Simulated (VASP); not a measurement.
Here is the system:

```
Pt3Tc
1.0
   -1.92807     1.92807     3.93178
    1.92807    -1.92807     3.93178
    1.92807     1.92807    -3.93178
Tc Pt
1 3
Cartesian
  0.00000   0.00000   0.00000
  0.00000   1.92807   1.96589
  1.92807   0.00000   1.96589
  0.00000   0.00000   3.93178
```

These are PBEsol GGA, VASP's PBE PAW potentials (set 64) (plane waves; VASP) values and carry that method's errors. Numerical set-up: 480 eV cut-off, 10×10×10 Γ-centred mesh, first-order Methfessel-Paxton smearing of 0.10 eV, potentials Tc_pv Pt.

Unless said otherwise, spin-orbit coupling is left out, though it shifts the bands of the heavy elements here.

Task: Predict the energy per atom (σ→0), band gap (on the k-mesh) with the smallest direct gap where there is one.

Result: 
| Quantity | Value |
|---|---|
| band gap (on the k-mesh) | none (metal, semimetal or under 0.01 eV) |
| energy per atom (σ→0) | -8.162 eV/atom |

The structure comes from a computed database's TcPt3 entry (I4/mmm); how it stands against other phases isn't given here. It was relaxed first. The electron count is odd and the run is not spin-polarised, which forces a metal.
